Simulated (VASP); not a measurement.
Input:

```
CELL_PARAMETERS angstrom
     -1.41344     1.41344     1.41344
      1.41344    -1.41344     1.41344
      1.41344     1.41344    -1.41344
ATOMIC_POSITIONS crystal
  Cr 0.00000 0.00000 0.00000
```

Method: r2SCAN meta-GGA, VASP's PBE PAW potentials (set 64) (plane waves; VASP). Run with 400 eV cut-off, 20×20×20 Γ-centred mesh, tetrahedra with Blöchl corrections, potentials Cr_pv.

Question: What does the run give for the energy per atom (σ→0), band gap (over mesh and band path) with the smallest direct gap where there is one?

Answer: 
The band gap (over mesh and band path) is none (metal, semimetal or under 0.01 eV) and the energy per atom (σ→0) comes out as -14.810 eV/atom.

Only differences to runs with the same potentials and settings are physical.

The structure was generated: Cr was put into the bcc type (Im-3m), which need not be its known phase. It was relaxed first, which changed the volume by -5 %. The run is not spin-polarised, so no magnetic state was tried.
